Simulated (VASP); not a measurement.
# Mg3Zr (Fm-3m) in VASP: single point with LDA

Aim: the single point of Mg3Zr with LDA.

Program: VASP 6.6.1. These are calculated values, not measurements. Logs are shortened: lines on timing, memory, paths and dates and some standing lists are left out, and cuts for length are marked.

### Step 1. The crystal as given

Symmetry: Fm-3m, No. 225, cubic system. Conventional cell: a = 7.051 Å, b = 7.051 Å, c = 7.051 Å, α = 90.00°, β = 90.00°, γ = 90.00°. Mg (site symmetry m-3m) is surrounded by 8 Mg at 3.05 Å. Mg (site symmetry -43m) is surrounded by 4 Mg at 3.05 Å and 4 Zr at 3.05 Å. Zr (site symmetry m-3m) has 8 Mg at 3.05 Å as nearest neighbours.

The cell comes from a database or a generator and needn't be the stable form of this composition.

### Step 2. Single point, LDA, collinear spin, zero start

File INCAR:

```
ALGO = Fast
EDIFF = 1E-6
ENCUT = 520
ISIF = 2
ISMEAR = 1
ISPIN = 2
LASPH = True
LCHARG = True
LELF = True
LMAXMIX = 4
LORBIT = 11
LREAL = False
LVHAR = True
LWAVE = False
MAGMOM = 0 0 0 0
NBANDS = 21
NELM = 150
PREC = Accurate
SIGMA = 0.05
```

File KPOINTS:

```
k-points
0
Gamma
  5 5 5
```

File POSCAR:

```
Mg3Zr
1.0
    4.9859230000      0.0000000000      0.0000000000
    2.4929615000      4.3179359793      0.0000000000
    2.4929615000      1.4393119931      4.0709890823
Mg Zr
3 1
Direct
    0.0000000000      0.0000000000      0.0000000000
    0.2500000000      0.2500000000      0.2500000000
    0.7500000000      0.7500000000      0.7500000000
    0.5000000000      0.5000000000      0.5000000000
```

Potentials or basis: VASP PAW LDA potentials, release 64 (Mg, Zr_sv).

Launch:

```bash
> cat potpaw_LDA.64/Mg/POTCAR potpaw_LDA.64/Zr_sv/POTCAR > POTCAR
> mpirun -np 1 vasp_std > vasp.out
```

OUTCAR:

```text
EDIFF = 1E-6
   ENCUT = 520
   ISIF = 2
   ISMEAR = 1
   ISPIN = 2
   LASPH = True
   LORBIT = 11
   LREAL = False
   NELM = 150
   PREC = Accurate

 ion  position               nearest neighbor table
   1  0.000  0.000  0.000-   3 3.05   2 3.05   2 3.05   3 3.05   3 3.05   2 3.05   3 3.05   2 3.05
                             4 3.53   4 3.53   4 3.53   4 3.53   4 3.53   4 3.53
   2  0.250  0.250  0.250-   1 3.05   4 3.05   1 3.05   4 3.05   1 3.05   4 3.05   1 3.05   4 3.05
                             3 3.53   3 3.53   3 3.53   3 3.53   3 3.53   3 3.53
   3  0.750  0.750  0.750-   4 3.05   1 3.05   1 3.05   4 3.05   4 3.05   1 3.05   4 3.05   1 3.05
                             2 3.53   2 3.53   2 3.53   2 3.53   2 3.53   2 3.53
   4  0.500  0.500  0.500-   2 3.05   3 3.05   2 3.05   3 3.05   2 3.05   3 3.05   2 3.05   3 3.05
                             1 3.53   1 3.53   1 3.53   1 3.53   1 3.53   1 3.53

  LATTYP: Found a face centered cubic cell.
 ALAT       =     7.0511599275

  Lattice vectors:

 A1 = (   4.9859230000,   0.0000000000,   0.0000000000)
 A2 = (   2.4929615000,   4.3179359793,   0.0000000000)
 A3 = (   2.4929615000,   1.4393119931,   4.0709890823)

Analysis of symmetry for initial positions (statically):
=====================================================================
 Subroutine PRICEL returns:
 Original cell was already a primitive cell.

 Routine SETGRP: Setting up the symmetry group for a
 face centered cubic supercell.

 Subroutine GETGRP returns: Found 48 space group operations
 (whereof 48 operations were pure point group operations)
 out of a pool of 48 trial point group operations.

The static configuration has the point symmetry O_h .

Analysis of symmetry for dynamics (positions and initial velocities):
=====================================================================
 Subroutine PRICEL returns:
 Original cell was already a primitive cell.

 Routine SETGRP: Setting up the symmetry group for a
 face centered cubic supercell.

 Subroutine GETGRP returns: Found 48 space group operations
 (whereof 48 operations were pure point group operations)
 out of a pool of 48 trial point group operations.

The dynamic configuration has the point symmetry O_h .

Analysis of structural, dynamic, and magnetic symmetry:
=====================================================================
 Subroutine PRICEL returns:
 Original cell was already a primitive cell.

 Routine SETGRP: Setting up the symmetry group for a
 face centered cubic supercell.

 Subroutine GETGRP returns: Found 48 space group operations
 (whereof 48 operations were pure point group operations)
 out of a pool of 48 trial point group operations.

The overall configuration has the point symmetry O_h .

 Subroutine INISYM returns: Found 48 space group operations
 (whereof 48 operations are pure point group operations),
 and found     1 'primitive' translations

----------------------------------------------------------------------------------------

                                     Primitive cell

  volume of cell :      87.6439

  direct lattice vectors                    reciprocal lattice vectors
     4.985923000  0.000000000  0.000000000     0.200564670 -0.115796066 -0.081880184
     2.492961500  4.317935979  0.000000000     0.000000000  0.231592132 -0.081880184
     2.492961500  1.439311993  4.070989082     0.000000000  0.000000000  0.245640551

  length of vectors
     4.985923000  4.985923000  4.985923000     0.245640551  0.245640551  0.245640551

  position of ions in fractional coordinates (direct lattice)
     0.000000000  0.000000000  0.000000000
     0.250000000  0.250000000  0.250000000
     0.750000000  0.750000000  0.750000000
     0.500000000  0.500000000  0.500000000

  ion indices of the primitive-cell ions
   primitive index   ion index
                 1           1
                 2           2
                 3           3
                 4           4

----------------------------------------------------------------------------------------
[... 29 lines left out ...]
  0.400000 -0.000000 -0.000000      8.000000
  0.200000  0.200000  0.000000      6.000000
  0.400000  0.200000 -0.000000     24.000000
 -0.400000  0.200000  0.000000     24.000000
 -0.200000  0.200000 -0.000000     12.000000
  0.400000  0.400000 -0.000000      6.000000
 -0.400000  0.400000  0.000000     12.000000
 -0.400000  0.400000  0.200000     24.000000
   k-points           NKPTS =     10   k-points in BZ     NKDIM =     10   number of bands    NBANDS=     21
   number of dos      NEDOS =    301   number of ions     NIONS =      4
   total plane-waves  NPLWV =  64000
   dimension x,y,z NGX =    40 NGY =   40 NGZ =   40
   dimension x,y,z NGXF=    80 NGYF=   80 NGZF=   80
   ions per type =               3   1
   NGX,Y,Z   is equivalent  to a cutoff of  13.34, 13.34, 13.34 a.u.
   NGXF,Y,Z  is equivalent  to a cutoff of  26.67, 26.67, 26.67 a.u.
 SYSTEM =  unknown system
   PREC   = accura    normal or accurate (medium, high low for compatibility)
   ISTART =      0    job   : 0-new  1-cont  2-samecut
   ICHARG =      2    charge: 1-file 2-atom 10-const
   ISPIN  =      2    spin polarized calculation?
   LNONCOLLINEAR =      F non collinear calculations
   LSORBIT =      F    spin-orbit coupling
   LASPH  =      T    aspherical Exc in radial PAW
   ENCUT  =  520.0 eV  38.22 Ry    6.18 a.u.   9.27  9.27  9.27*2*pi/ulx,y,z
   NELM   =    150;   NELMIN=  2; NELMDL= -5     # of ELM steps
   EDIFF  = 0.1E-05   stopping-criterion for ELM
   LREAL  =      F    real-space projection
   EDIFFG = 0.1E-04   stopping-criterion for IOM
   NSW    =      0    number of steps for IOM
   IBRION =     -1    ionic relax: 0-MD 1-quasi-New 2-CG
   NFREE  =      0    steps in history (QN), initial steepest desc. (CG)
   ISIF   =      2    stress and relaxation
   ISYM   =      2    0-nonsym 1-usesym 2-fastsym
   POTIM  = 0.5000    time-step for ionic-motion
   TEBEG  =    0.0;   TEEND  =   0.0 temperature during run
   PSTRESS=    0.0 pullay stress
   NELECT =      18.0000    total number of electrons
   NUPDOWN=      -1.0000    fix difference up-down
   EMIN   =  10.00;   EMAX   =-10.00  energy-range for DOS
   EFERMI =   0.00;   METHOD = LEGACY
   ISMEAR =     1;   SIGMA  =   0.05  broadening in eV -4-tet -1-fermi 0-gaus
   EFERMI_NEDOS =   21; number of points for ismear=-14 and -15
   IALGO  =     68    algorithm
   IMIX   =      4    mixing-type and parameters
     AMIX     =   0.40;   BMIX     =  1.00
     AMIX_MAG =   1.60;   BMIX_MAG =  1.00
  volume/ion in A,a.u.               =      21.91       147.86
  Fermi-wavevector in a.u.,A,eV,Ry     =   0.965884  1.825257 12.693316  0.932932
  Thomas-Fermi vector in A             =   2.095639
   LORBIT       =     11    0 simple, 1 ext, 2 COOP (PROOUT), +10 PAW based schemes
   GGA     = CA    functional components
   LHFCALC =     F    Hartree Fock is set to
   AEXX    =    0.0000 exact exchange contribution
   IVDW    =     0    specifies the selected vdW correction
   LEPSILON=     F    determine dielectric tensor
   LRPA    =     F    only Hartree local field effects (RPA)
 spin polarized calculation
 RMM-DIIS sequential band-by-band and
 Methfessel and Paxton  Order N= 1 SIGMA  =   0.05
  energy-cutoff  :      520.00
  volume of cell :       87.64
 maximum number of plane-waves:      2397
 NGX is ok and might be reduce to    40
   NGX = 19   NGY = 19   NGZ = 19

 number of electron      18.0000000 magnetization       0.0000057

 number of electron      18.0000000 magnetization      -0.0001353

 Free energy of the ion-electron system (eV)
  ---------------------------------------------------
  ext. energy  EPLUGINS =         0.00000000
  ---------------------------------------------------
  free energy    TOTEN  =       -14.36127692 eV

  energy without entropy =      -14.36031276  energy(sigma->0) =      -14.36095553

 E-fermi :   4.2003     XC(G=0):  -9.5683

 val. band max:        4.1964747244   @ k =   0.4000   0.4000  -0.0000
 cond. band min:       4.3499036173   @ k =  -0.4000   0.4000   0.2000
 fundamental gap:      0.1534288929
 Fermi energy:         4.2002528297

 spin component 1

 k-point     1 :       0.0000    0.0000    0.0000
  band No.  band energies     occupation
      1     -44.7827      1.00000
      2     -22.9558      1.00000
      3     -22.9558      1.00000
      4     -22.9558      1.00000
      5      -2.4402      1.00000
      6       3.1626      1.00000
[... 229 lines left out ...]
     20      12.9722      0.00000
     21      13.9604      0.00000
 Fermi energy:         4.2002528297

 spin component 2

 k-point     1 :       0.0000    0.0000    0.0000
  band No.  band energies     occupation
      1     -44.7827      1.00000
      2     -22.9559      1.00000
      3     -22.9559      1.00000
      4     -22.9559      1.00000
      5      -2.4402      1.00000
      6       3.1626      1.00000
[... 229 lines left out ...]
     20      12.9722      0.00000
     21      13.8073      0.00000

------------------------ aborting loop because EDIFF is reached ----------------------------------------

  FORCE on cell =-STRESS in cart. coord.  units (eV):
  Direction    XX          YY          ZZ          XY          YZ          ZX
  --------------------------------------------------------------------------------------
  -------------------------------------------------------------------------------------
  Total       -2.0656615     -2.0656615     -2.0656615     -0.0000000     -0.0000000      0.0000000
  in kB      -37.7613960    -37.7613960    -37.7613960     -0.0000000     -0.0000000      0.0000000
  external PRESSURE =     -37.7613960 kB  Pullay stress =       0.0000000 kB

 VOLUME and BASIS-vectors are now :
 -----------------------------------------------------------------------------
  energy-cutoff  :      520.00
  volume of cell :       87.64
      direct lattice vectors                 reciprocal lattice vectors
     4.985923000  0.000000000  0.000000000     0.200564670 -0.115796066 -0.081880184
     2.492961500  4.317935979  0.000000000     0.000000000  0.231592132 -0.081880184
     2.492961500  1.439311993  4.070989082     0.000000000  0.000000000  0.245640551

 POSITION                                       TOTAL-FORCE (eV/Angst)
 -----------------------------------------------------------------------------------
      0.00000      0.00000      0.00000         0.000000      0.000000      0.000000
      2.49296      1.43931      1.01775        -0.000000      0.000000      0.000000
      7.47888      4.31794      3.05324         0.000000     -0.000000     -0.000000
      4.98592      2.87862      2.03549         0.000000      0.000000      0.000000
 -----------------------------------------------------------------------------------
    total drift:                                0.000000      0.000000     -0.000000

  FREE ENERGIE OF THE ION-ELECTRON SYSTEM (eV)
  ---------------------------------------------------
  free  energy   TOTEN  =       -14.3612769231 eV

  energy  without entropy=      -14.3603127553  energy(sigma->0) =      -14.36095553

 total charge

# of ion       s       p       d       tot
------------------------------------------
    1        0.194   0.151   0.015   0.359
    2        0.228   0.162   0.015   0.405
    3        0.228   0.162   0.015   0.405
    4        2.190   5.926   1.662   9.778
--------------------------------------------------
tot          2.841   6.400   1.706  10.947

 magnetization (x)

# of ion       s       p       d       tot
------------------------------------------
    1        0.000  -0.000  -0.000   0.000
    2        0.000  -0.000  -0.000  -0.000
    3        0.000  -0.000  -0.000  -0.000
    4       -0.000  -0.000  -0.000  -0.000
--------------------------------------------------
tot          0.000  -0.000  -0.000  -0.000
```

Wall time 43 s (1 thread of Intel Xeon Platinum 8488C (Sapphire Rapids), shared host); peak memory 0.22 GiB.

What came out:

```yaml
Free_energy: -14.3613 eV
Pressure: -3.8 GPa
Band_gap_on_the_k_mesh: none (metal or under the smearing width)
Net_moment: 0.00 μB per cell
Valence_electrons_inside_the_program's_atomic_spheres: Mg 0.36, 0.41; Zr 9.78
```
